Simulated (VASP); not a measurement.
Wanted: the native input for a VASP 6.6.1 run.

```
Task                   : single point
Functional             : PBE
Potentials or basis    : VASP PAW PBE potentials, release 64 (Cd, Cu)
Cutoff                 : 520 eV
k mesh                 : 4 × 4 × 4
Occupations            : gaussian, width 0.1 eV
Spin                   : no spin polarisation
Dipole correction      : no
Further INCAR settings : ALGO = Normal; EDIFF = 1e-07; NBANDS = 37
```

The structure of Cd3Cu2 lies in POSCAR:

```
Cd3Cu2
1.0
    4.9176770399      0.0000000000      0.0000000000
    0.0000000000      4.9176770399      0.0000000000
    0.0000000000      0.0000000000      4.9176770399
Cd Cu
3 2
Direct
    0.5000000000      0.0000000000      0.0000000000
    0.0000000000      0.5000000000      0.0000000000
    0.0000000000      0.0000000000      0.5000000000
    0.0000000000      0.0000000000      0.0000000000
    0.5000000000      0.5000000000      0.5000000000
```

The cell was built by a generator and needn't be a form met in nature.

The cell isn't the ideal one: random cell by space group and Wyckoff sites (Pm-3m, No. 221).

The input as run:

INCAR

```
SYSTEM = Cd3Cu2
  PREC = Accurate
  ENCUT = 520
  EDIFF = 1E-7
  ISMEAR = 0
  SIGMA = 0.1
  LREAL = .FALSE.
  LASPH = .TRUE.
  NELM = 100
  ALGO = Normal
  ISIF = 2
  LWAVE = .FALSE.
  LCHARG = .TRUE.
  GGA = PE
  LELF = .TRUE.
  LVHAR = .TRUE.
  NBANDS = 37
```

KPOINTS

```
Automatic mesh
0
G
  4 4 4
  0 0 0
```

Potentials or basis: VASP PAW PBE potentials, release 64 (Cd, Cu).

Command:

```console
$ cat potpaw_PBE.64/Cd/POTCAR potpaw_PBE.64/Cu/POTCAR > POTCAR
$ mpirun -np 1 vasp_std > vasp.out
```

It gave:

```json
{"Pressure": "0.7 GPa", "Band gap on the k mesh": "none (metal or under the smearing width)"}
```

It took 63 s on 1 thread of Intel(R) Xeon(R) Platinum 8259CL CPU @ 2.50GHz (Skylake/Cascade Lake) (shared host), peak memory 0.24 GiB.
